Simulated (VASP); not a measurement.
Shape and ions are relaxed at each volume.

Energy against volume of Hf (hcp). Method: RPBE GGA, VASP's PBE PAW potentials (set 64) (plane waves; VASP).

| V (Å³/atom) | E (eV/atom) |
|---|---|
| 21.670 | -9.47736 |
| 22.362 | -9.49970 |
| 23.053 | -9.50660 |
| 23.745 | -9.50000 |
| 24.436 | -9.48169 |

Q: Fit a third-order Birch-Murnaghan equation of state.

A: 
The volume per atom comes out as 23.05 Å^3/atom, the bulk modulus is 1040 kbar and the pressure derivative of the bulk modulus comes out as 3.57.

Measured: bulk modulus 110 GPa at 0 K (computed value off by -5.2 %), as given by Vázquez-Parga, Fernández-Martínez, Viñes, J. Chem. Theory Comput. (2023), doi:10.1021/acs.jctc.3c00612, Supporting … [zero-point energy and finite temperature contributions removed].

The compound is Hf in the hcp structure. It was relaxed first.
